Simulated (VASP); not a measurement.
Output of a VASP run:

OSZICAR:
```
...
DAV:   2    -0.252899724875E+02    0.18252E-01   -0.52132E-02  2332   0.234E+00    0.650E-01
DAV:   3    -0.252786602193E+02    0.11312E-01   -0.12242E-02  2668   0.103E+00    0.893E-02
DAV:   4    -0.252787108638E+02   -0.50645E-04   -0.23149E-03  2020   0.448E-01    0.564E-02
DAV:   5    -0.252786965749E+02    0.14289E-04   -0.17033E-04  2264   0.132E-01    0.299E-02
DAV:   6    -0.252786931847E+02    0.33902E-05   -0.11480E-05  2372   0.242E-02    0.592E-03
DAV:   7    -0.252786929429E+02    0.24178E-06   -0.84173E-07  1148   0.913E-03
   3 F= -.25278693E+02 E0= -.25278919E+02  d E =-.146912E-01
       N       E                     dE             d eps       ncg     rms          rms(c)
DAV:   1    -0.252852087178E+02   -0.65155E-02   -0.19159E-01  2040   0.285E+00    0.467E-01
DAV:   2    -0.252818655143E+02    0.33432E-02   -0.96590E-03  2336   0.103E+00    0.282E-01
DAV:   3    -0.252797274689E+02    0.21380E-02   -0.22146E-03  2780   0.526E-01    0.385E-02
DAV:   4    -0.252797535504E+02   -0.26081E-04   -0.59672E-04  1992   0.224E-01    0.251E-02
DAV:   5    -0.252797496317E+02    0.39187E-05   -0.36341E-05  2360   0.646E-02    0.146E-02
DAV:   6    -0.252797482939E+02    0.13378E-05   -0.29624E-06  1424   0.170E-02    0.306E-03
DAV:   7    -0.252797482808E+02    0.13140E-07   -0.49537E-07  1024   0.609E-03
   4 F= -.25279748E+02 E0= -.25279780E+02  d E =-.157465E-01
       N       E                     dE             d eps       ncg     rms          rms(c)
DAV:   1    -0.252799223249E+02   -0.17403E-03   -0.56067E-03  1904   0.486E-01    0.802E-02
DAV:   2    -0.252798265176E+02    0.95807E-04   -0.30193E-04  2336   0.235E-01    0.487E-02
DAV:   3    -0.252797624808E+02    0.64037E-04   -0.74155E-05  2816   0.147E-01    0.663E-03
DAV:   4    -0.252797648970E+02   -0.24162E-05   -0.38209E-05  1952   0.518E-02    0.467E-03
DAV:   5    -0.252797642522E+02    0.64487E-06   -0.21098E-06  1168   0.176E-02
   5 F= -.25279764E+02 E0= -.25279797E+02  d E =-.157625E-01
       N       E                     dE             d eps       ncg     rms          rms(c)
DAV:   1    -0.253070467469E+02   -0.27282E-01   -0.58384E-01  2328   0.833E+00    0.102E+00
DAV:   2    -0.252863794571E+02    0.20667E-01   -0.42111E-02  2332   0.241E+00    0.455E-01
DAV:   3    -0.252808154629E+02    0.55640E-02   -0.10742E-02  2336   0.106E+00    0.144E-01
DAV:   4    -0.252802253925E+02    0.59007E-03   -0.82578E-04  2296   0.241E-01    0.918E-02
DAV:   5    -0.252801366753E+02    0.88717E-04   -0.14674E-04  2364   0.964E-02    0.233E-02
DAV:   6    -0.252801375509E+02   -0.87553E-06   -0.23957E-05  2060   0.538E-02    0.504E-03
DAV:   7    -0.252801373569E+02    0.19393E-06   -0.76724E-07  1056   0.619E-03
   6 F= -.25280137E+02 E0= -.25280178E+02  d E =-.373105E-03
       N       E                     dE             d eps       ncg     rms          rms(c)
DAV:   1    -0.252842821958E+02   -0.41446E-02   -0.85761E-02  2328   0.323E+00    0.387E-01
DAV:   2    -0.252812934509E+02    0.29887E-02   -0.60786E-03  2316   0.928E-01    0.174E-01
DAV:   3    -0.252804765402E+02    0.81691E-03   -0.16053E-03  2332   0.409E-01    0.542E-02
DAV:   4    -0.252803857827E+02    0.90757E-04   -0.12684E-04  2280   0.863E-02    0.350E-02
DAV:   5    -0.252803673309E+02    0.18452E-04   -0.17468E-05  2216   0.324E-02    0.907E-03
DAV:   6    -0.252803671899E+02    0.14100E-06   -0.37368E-06  1644   0.216E-02
   7 F= -.25280367E+02 E0= -.25280404E+02  d E =-.602938E-03
```

### OUTCAR
```
------------------------ aborting loop because EDIFF is reached ----------------------------------------
  FORCE on cell =-STRESS in cart. coord.  units (eV):
  Direction    XX          YY          ZZ          XY          YZ          ZX
  --------------------------------------------------------------------------------------
  Total        0.0070703      0.0070703      0.0028406      0.0000000     -0.0000000      0.0000000
  in kB        0.0647019      0.0647019      0.0259950      0.0000000     -0.0000000      0.0000000
  external PRESSURE =       0.0517996 kB  Pullay stress =       0.0000000 kB
  volume of cell :      175.08
      direct lattice vectors                 reciprocal lattice vectors
     4.348810445  0.000000000 -0.000000000     0.229947939  0.132760512 -0.000000000
    -2.174405223  3.766180108  0.000000000    -0.000000000  0.265521024  0.000000000
     0.000000000 -0.000000000 10.689579084     0.000000000 -0.000000000  0.093549053
 POSITION                                       TOTAL-FORCE (eV/Angst)
 -----------------------------------------------------------------------------------
     -0.00000      2.51079      8.82604        -0.000000      0.000000     -0.006909
      2.17441      1.25539      1.86353         0.000000     -0.000000      0.006909
     -2.17441      3.76618      5.34479         0.000000      0.000000      0.000000
     -0.00000      2.51079      3.73385         0.000000      0.000000     -0.011106
      2.17441      1.25539      6.95573        -0.000000     -0.000000      0.011106
     -2.17441      3.76618      0.00000         0.000000      0.000000      0.000000
 -----------------------------------------------------------------------------------
    total drift:                                0.000000      0.000000      0.000000
  FREE ENERGIE OF THE ION-ELECTRON SYSTEM (eV)
  ---------------------------------------------------
  free  energy   TOTEN  =       -25.2803671899 eV

  energy  without entropy=      -25.2804778705  energy(sigma->0) =      -25.28040408

 reached required accuracy - stopping structural energy minimisation
```
(Selected blocks of OUTCAR.)

File POSCAR:
```
Sn2GeTe3
1
    4.2989713201    -0.0000000000    -0.0000000000
   -2.1494856600     3.7230181670    -0.0000000000
    0.0000000000     0.0000000000    10.9112852042
Sn Ge Te
2 1 3
Direct
  0.3333330000   0.6666670000   0.8256336042
  0.6666670000   0.3333330000   0.1743663958
  0.0000000000   1.0000000000   0.5000000000
  0.3333330000   0.6666670000   0.3492707656
  0.6666670000   0.3333330000   0.6507292344
  0.0000000000   1.0000000000   0.0000000000
```

Q: Reconstruct the remaining input files.

A: This is not unique; one that fits is the input of the run itself, PBEsol GGA, plane waves, VASP's PBE PAW potentials (set 64).

### KPOINTS
```
Automatic
0
gamma
8 8 3
0 0 0
```

INCAR:
```
! general
SYSTEM  = Sn2GeTe3
PREC    = Accurate
ENCUT   = 400
LREAL   = .False.
LASPH   = .True.   ! aspherical one-centre terms

! electronic loop
EDIFF   = 1E-6   ! SCF stop (eV)
NELM    = 100   ! most electronic steps
ALGO    = Normal
LMAXMIX = 4   ! l cut-off of mixed one-centre charges

! smearing
ISMEAR  = 1   ! Methfessel-Paxton
SIGMA   = 0.1

! functional
GGA     = PS

! ions
IBRION  = 2   ! conjugate gradients
NSW     = 60   ! most ionic steps
ISIF    = 3
EDIFFG  = -0.02   ! ionic stop

! output
LWAVE   = .False.
LCHARG  = .False.
```

POTCAR, in this order: Sn_d Ge_d Te (PBE.64 set). Program: vasp_std.

The structure comes from a computed database's Sn2GeTe3 entry (P-3m1); how it stands against other phases isn't given here. This run relaxes it. Symmetry was kept, so distortions that lower it aren't found. The start is the result of an earlier pass.
